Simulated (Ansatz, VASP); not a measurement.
# NiHS2: VASP beside Ansatz

Aim: how closely do two programs agree when they are given the same cell, functional and k mesh? Of the first pair: The structure shown is the start of the Ansatz relaxation below; VASP solves that cell, so the two are compared at the walk's first step.

Method: plane waves, with VASP 6.6.1 beside it; single point at LDA, in Ansatz 0.2.0.

## (1) Starting point

The cell holds 4 atoms: 1 Ni, 2 S and 1 H. Its edges and angles: a = 3.774 Å, b = 3.774 Å, c = 31.395 Å, α = 90.0°, β = 90.0°, γ = 56.1°. Vacuum lies along c. The height across the vacuum is the one that the program set for its solve, not the one typed.

## (2) Ansatz: relaxation, LDA

Ansatz runs on its default PAW (the set named soft_2) files.

The two programs are compared at the cell with which this relaxation starts, whose forces are those of its first step.

input.yaml

```yaml
crystal:
  lattice:
    - [3.7739399507, -5.0e-10, 0.0]
    - [2.10405227, 3.1329836892, 0.0]
    - [0.0, 0.0, 19.05109177]
  atoms:
    - { symbol: Ni, position: [0.64932007, 0.64932007, 0.46423671], spin: 1.0 }
    - { symbol: S, position: [0.0, 0.0, 0.5298526] }
    - { symbol: S, position: [0.29886798, 0.29886798, 0.40033677] }
    - { symbol: H, position: [0.03902618, 0.03902618, 0.59966323] }
  periodic: [true, true, false]
magnetization:
  spin_polarized: true
kpoints:
  mp_grid: { grid: [7, 7, 1] }
scf:
  occupations: { method: fermi_dirac, width: 0.05 }
hamiltonian:
  xc: lda
output:
  forces: true
  stress: true
relax:
  f_tol: 0.02
  max_steps: 50
  cell: {}
```

Run with:

```console
$ ansatz run input.yaml --threads 2 --pin off --max-ram 5120MiB --backend cpu --events-out ev --progress --plain --runs-dir out
```

Numbers of over 12 decimals in the logs are rounded to 6 here.

The log of the run:

```text
Warning: crystal.periodic: the lattice vector that does not repeat stood 0.000° off the slab's normal, 19.051 Å along it as the deck builds it. The run solves the slab on a vector along the normal, 31.395 Å long, with every atom where it was (on the deck's vector they left 15.25 Å outside them, and the widest stretch free of ions among them is 1.33 Å). A fractional position that the run reports is one of the run's ce [...]
crystal.periodic: the lattice vector that does not repeat stood 0.000° off the slab's normal, 19.051 Å along it as the deck builds it. The run solves the slab on a vector along the normal, 31.395 Å long, with every atom where it was (on the deck's vector they left 15.25 Å outside them, and the widest stretch free of ions among them is 1.33 Å). A fractional position that the run reports is one of the run's cell, which [...]
Engine: ansatz 0.2.0, x86_64-unknown-linux-gnu
Pseudopotentials: kind: paw
Pseudopotential: Ni, paw, valence charge 18, recommended cutoff 420 eV (normal), Ni.paw.azcp
Pseudopotential: S, paw, valence charge 6, recommended cutoff 420 eV (normal), S.paw.azcp
Pseudopotential: H, paw, valence charge 1, recommended cutoff 420 eV (normal), H.paw.azcp
Functional definition: SPW92
  exchange = slater_x
  correlation = pw_c
Crystal: 4 atoms, lattice volume = 371.202 Å³
Basis set: ecut = 420 eV, 7219 PW (Γ)
Bands: 20, of which v1, the nominal top of the filled ones, is band 16 counted from 1 (15 counted from 0)
Symmetry: 2 space group operations
Space group: Cm (ITA 8), of the structure as read, at distance tolerance 7.2e-5 Å
Magnetic group: BNS 8.32 (UNI 39), of the structure as read, at distance tolerance 7.2e-5 Å
k-points: 16 of 49 (time reversal used)
Non-local potential: Ni, projectors of the file, l = 0: 3, l = 1: 2, l = 2: 3, l = 3: 1
Non-local potential: S, projectors of the file, l = 0: 2, l = 1: 2, l = 2: 2
Non-local potential: H, projectors of the file, l = 0: 2, l = 1: 1
PAW form: soft (Blöchl's): semilocal exchange-correlation on the pseudo side does not see the compensation charge
PAW frozen core: Ni, regenerated for the run's functional, and the local potential with it (the file was generated under x = pbe(κ = 0.804, μ = 0.219515), c = pbe(β = 0.066725))
PAW frozen core: S, regenerated for the run's functional, and the local potential with it (the file was generated under x = pbe(κ = 0.804, μ = 0.219515), c = pbe(β = 0.066725))
PAW one-centre angular grid: Ni, 590 points (default); XC on 64 Gauss nodes
PAW one-centre angular grid: S, 110 points (default); XC on 64 Gauss nodes
PAW one-centre angular grid: H, 110 points (default); XC on 64 Gauss nodes
Initial density: superposition of atomic densities (neutral atoms: chi_scale 0, normalization atom)
[...]
spin=Collinear: LDOS preconditioning applied to the charge; magnetization (m = ρ↑ − ρ↓) channel mixes plain (no charge-response kernel on spin).
SCF iter   2: F=—  HF=-7528.686177 eV  |F-HF|=—  |Δ(HF+E_count)|=   6.41e-5  Δρ=5.51e-5 (↑5.37e-5 ↓5.51e-5)  dr2=9.75e-6  dr2_m=5.02e-6  M=-0.000 μB ∫|m|=0.000 μB  β_m=0.55  ethr=2.23e-7  ⟨swp⟩=2.5  Hψ=1112  notcnv=0
SCF iter   3: F=—  HF=-7528.686181 eV  |F-HF|=—  |Δ(HF+E_count)|=   3.93e-6  Δρ=2.28e-5 (↑2.28e-5 ↓2.28e-5)  dr2=2.78e-6  dr2_m=4.37e-7  M=-0.000 μB ∫|m|=0.000 μB  β_m=0.52  ethr=3.15e-8  ⟨swp⟩=3.3  Hψ=1323  notcnv=0
SCF iter   4: F=—  HF=-7528.686182 eV  |F-HF|=—  |Δ(HF+E_count)|=   6.70e-7  Δρ=6.43e-6 (↑5.92e-6 ↓6.43e-6)  dr2=1.42e-7  dr2_m=1.28e-8  M=-0.000 μB ∫|m|=0.000 μB  β_m=0.57  ethr=8.97e-9  ⟨swp⟩=2.4  Hψ=1087  notcnv=0
SCF iter   5: F=—  HF=-7528.686183 eV  |F-HF|=—  |Δ(HF+E_count)|=   1.55e-6  Δρ=2.80e-6 (↑2.79e-6 ↓2.80e-6)  dr2=5.58e-8  dr2_m=1.72e-9  M=-0.000 μB ∫|m|=0.000 μB  β_m=0.57  ethr=4.59e-10  ⟨swp⟩=3.0  Hψ=1390  notcnv=0
iter 6 did not close the SCF: its close was put off for a magnetic moment that had not settled (scf_convergence_deferred on its scf_iter line)
SCF iter   6: F=-7528.686184 eV  HF=-7528.686184 eV  |F-HF|=6.88e-8  |Δ(HF+E_count)|=   4.20e-7  Δρ=6.51e-7 (↑6.09e-7 ↓6.51e-7)  dr2=2.08e-9  dr2_m=1.16e-10  M=-0.000 μB ∫|m|=0.000 μB  β_m=0.60  ethr=1.42e-10  ⟨swp⟩=4.2  Hψ=3124  notcnv=0
SCF iter   7: F=-7528.686184 eV  HF=-7528.686184 eV  |F-HF|=3.15e-9  |Δ(HF+E_count)|=   6.66e-8  Δρ=1.76e-7 (↑1.67e-7 ↓1.76e-7)  dr2=2.76e-10  dr2_m=1.37e-11  M=-0.000 μB ∫|m|=0.000 μB  ethr=6.70e-12  ⟨swp⟩=2.3  Hψ=2092  notcnv=0
the starting moments were not kept: the SCF closed with an absolute magnetisation of 1.8e-6 μB, where they sum to 1 μB in size (1 site). That is at most 0.1 of that sum. Measured as dr2_m measures the in/out step, that magnetisation stands 4.9e-13 eV from none, at or under the dr2_threshold of 4.4e-8 eV: it is no larger than a step whose dr2_m would equal this threshold.
SCF 14 converged in 7 iterations: F = -7528.686184 eV  dr2 = 2.76e-10
[...]
SCF iter   2: F=—  HF=-7528.683416 eV  |F-HF|=—  |Δ(HF+E_count)|=   1.87e-5  Δρ=3.00e-5 (↑3.00e-5 ↓3.00e-5)  dr2=6.41e-6  dr2_m=2.25e-12  M=-0.000 μB ∫|m|=0.000 μB  β_m=0.58  ethr=1.23e-7  ⟨swp⟩=2.2  Hψ=1012  notcnv=0
SCF iter   3: F=—  HF=-7528.683420 eV  |F-HF|=—  |Δ(HF+E_count)|=   3.61e-6  Δρ=1.02e-5 (↑1.02e-5 ↓1.02e-5)  dr2=7.18e-7  dr2_m=1.45e-13  M=-0.000 μB ∫|m|=0.000 μB  β_m=0.67  ethr=2.07e-8  ⟨swp⟩=1.7  Hψ=848  notcnv=0
SCF iter   4: F=—  HF=-7528.683424 eV  |F-HF|=—  |Δ(HF+E_count)|=   4.56e-6  Δρ=4.73e-6 (↑4.73e-6 ↓4.73e-6)  dr2=1.38e-7  dr2_m=1.90e-14  M=-0.000 μB ∫|m|=0.000 μB  β_m=0.60  ethr=2.31e-9  ⟨swp⟩=3.3  Hψ=1344  notcnv=0
SCF iter   5: F=—  HF=-7528.683425 eV  |F-HF|=—  |Δ(HF+E_count)|=   6.59e-7  Δρ=4.57e-7 (↑4.56e-7 ↓4.57e-7)  dr2=3.12e-9  dr2_m=1.98e-14  M=-0.000 μB ∫|m|=0.000 μB  β_m=0.65  ethr=4.45e-10  ⟨swp⟩=2.4  Hψ=1046  notcnv=0
SCF iter   6: F=—  HF=-7528.683425 eV  |F-HF|=—  |Δ(HF+E_count)|=   7.29e-8  Δρ=3.72e-7 (↑3.69e-7 ↓3.72e-7)  dr2=1.30e-9  dr2_m=1.08e-14  M=-0.000 μB ∫|m|=0.000 μB  β_m=0.50  ethr=1.01e-11  ⟨swp⟩=3.3  Hψ=1452  notcnv=0
SCF iter   7: F=—  HF=-7528.683425 eV  |F-HF|=—  |Δ(HF+E_count)|=   2.84e-9  Δρ=1.89e-7 (↑1.88e-7 ↓1.89e-7)  dr2=3.36e-10  dr2_m=2.35e-15  M=-0.000 μB ∫|m|=0.000 μB  β_m=0.36  ethr=4.19e-12  ⟨swp⟩=1.3  Hψ=701  notcnv=0
SCF iter   8: F=—  HF=-7528.683425 eV  |F-HF|=—  |Δ(HF+E_count)|=  1.41e-10  Δρ=6.90e-8 (↑6.84e-8 ↓6.90e-8)  dr2=3.82e-11  dr2_m=7.19e-16  M=-0.000 μB ∫|m|=0.000 μB  β_m=0.27  ethr=1.08e-12  ⟨swp⟩=2.6  Hψ=1071  notcnv=0
SCF iter   9: F=—  HF=-7528.683425 eV  |F-HF|=—  |Δ(HF+E_count)|=  2.99e-10  Δρ=1.30e-8 (↑1.30e-8 ↓1.28e-8)  dr2=1.25e-12  dr2_m=2.93e-16  M=-0.000 μB ∫|m|=0.000 μB  β_m=0.47  ethr=1.00e-12  ⟨swp⟩=1.1  Hψ=662  notcnv=0
SCF iter  10: F=-7528.683425 eV  HF=-7528.683425 eV  |F-HF|=6.37e-12  |Δ(HF+E_count)|=  5.37e-11  Δρ=8.19e-9 (↑8.19e-9 ↓8.03e-9)  dr2=1.07e-12  dr2_m=7.95e-17  M=-0.000 μB ∫|m|=0.000 μB  ethr=1.00e-12  ⟨swp⟩=7.0  Hψ=3880  notcnv=0
the starting moments were not kept: the SCF closed with an absolute magnetisation of 6.5e-9 μB, where they sum to 1 μB in size (1 site). That is at most 0.1 of that sum. Measured as dr2_m measures the in/out step, that magnetisation stands 4.4e-18 eV from none, at or under the dr2_threshold of 2.1e-11 eV: it is no larger than a step whose dr2_m would equal this threshold.
SCF 15 converged in 10 iterations: F = -7528.683425 eV  dr2 = 1.07e-12
  greatest PAW one-centre occupation: 1.001 electrons in one spin orbital (limit 2), on the Ni atom at site 0 (counted from 0), in its partial waves of l = 1
relax step  15: F+E_penalty+E_count = -7528.68342488 eV  Δ(F+E_penalty+E_count) = +2.759e-3 eV  max|allowed force component| = 9.913e-3 eV/Å  Δτ_max = 0.0000 Å  P = -0.029 N/m  Ω = 314.047 Å³  fix = [c, alpha, beta]  reactions: c -0.000 N/m; alpha +0.000, beta +0.000 N/m/rad  stress off target by 3.05e-2 N/m on what of the cell is left free  SCF on the basis re-selected at this cell (its energy is not comparable with the rows above)  (10 SCF iters)
basis re-selected at this cell: Δ(F+E_penalty+E_count) = +2.759e-3 eV, ΔP = -0.010 N/m vs the last step (what re-selecting the basis moved, of the pressure what is left beyond the Pulay correction that the steps carried, after the strain that the cell walked since its last selection, with what the two solves' SCF thresholds leave and, on support functions, any second-order correction that the steps lacked; it is no measure of the basis error at this ecutwfc). The dense FFT grid was sized anew with the basis: this SCF ran on 24×24×216 points, the steps before it on 27×27×216, so part of this shift can come from that change (see relax.cell in the input reference). [rest of the remark cut]
SCF converged after 10 iterations
Magnetization: -0.0000 μB (15.5000 up, 15.5000 down)
Absolute magnetization: 0.0000 μB (∫|ρ↑−ρ↓|, with the PAW one-centre terms)
Spin contamination: 0.0000 ħ² per cell (⟨S²⟩ above its minimum at these occupations)
Per-site moments (μB) at R_I (Å): [(4.726233576065802e-10, 0.886951), (-1.6613630302825804e-10, 0.569222), (-1.3363337173290134e-9, 0.886951), (4.122178210862577e-11, 0.569222)]
Free energy (F): -7528.683425 eV
Harris-Foulkes:  -7528.683425 eV  (|F-HF|=6.37e-12)
Internal energy: -7528.670407 eV  (E = F + TS)
E sigma→0 (E₀):  -7528.676916 eV
Entropy (-TS):   -0.013017 eV (-3.254 meV/atom)
Fermi energy:    -5.350947 eV
--- Per-component energies (eV) ---
  E_band       = -867.973218
  E_kinetic    = 512.043805
  E_local      = -63674.476738  (includes V_loc(G=0)·N_el)
  E_nonlocal   = 697.822420
  E_hartree    = 31213.659835
  E_xc         = -286.076154
  E_vxc        = -296.715615  (∫ρ·V_xc dr)
  E_paw        = -2699.510412  (= ΣΔE_a)
  E_vpaw       = -533.966187  (= ΣTr[D̂ρ^β])
  E_aug_tail   = -0.000691  (compensation charges beyond the density's cutoff)
  E_ewald      = 26707.127012
  E_core_change = 0.740516  (= ΣΔE_core)
  E_smearing   = -0.013017  (= −TS)
  E_closure    = -0.000000  (closes the sum)
  Σ components = -7528.683425   (vs F -7528.683425, Δ=0.00e0)
--- Forces (eV/Å), atoms counted from 1 ---
  atom   1  Ni    -0.00133084    -0.00070934     0.00204838
  atom   2  S      0.00848326     0.00452160     0.00821831
  atom   3  S      0.00273497     0.00145774    -0.00518876
  atom   4  H     -0.00992189    -0.00528839    -0.00474639
  max |Σ_I F_I| component: 3.32e-4 eV/Å
--- 2D stress c σ (N/m, compression-positive) ---
       -0.027528       0.001580      -0.000000
        0.001580      -0.029651      -0.000000
       -0.000000      -0.000000      -0.000000
  P = ½ c Tr σ = -0.0286 N/m
--- Relaxed structure (14 steps of the walk, 13 accepted, 1 SCFs on fresh bases) ---
  F+E_penalty+E_count = -7528.68342488 eV   max|allowed force component| = 9.913e-3 eV/Å   (the final SCF, on the basis selected at the relaxed cell)
  cell:  # Å, volume = 314.0466 Å³
    - [3.502115, 0.045310, 0]
    - [1.990118, 2.882064, 0]
    - [0, 0, 31.394773]
  atoms:
    - { symbol: Ni, position: [0.559459, 0.559459, 0.281920] }
    - { symbol: S, position: [-0.00259099, -0.00259099, 0.328750] }
    - { symbol: S, position: [0.232207, 0.232207, 0.251971] }
    - { symbol: H, position: [0.198139, 0.198139, 0.347419] }
```

[end of part 1 of 2]

[Lines on the potential files, build, host, timing and source positions are cut from VASP's logs without a mark.]

[Logs are printed without paths, hosts, clocks, repeated set-up lines and the standing remarks that a program may print on its own settings, such as how far it seeks lower states.]

[Hosts, paths, dates, database ids (printed as entryN), source tags and the programs' standing remarks are cut or masked in the printed files.]
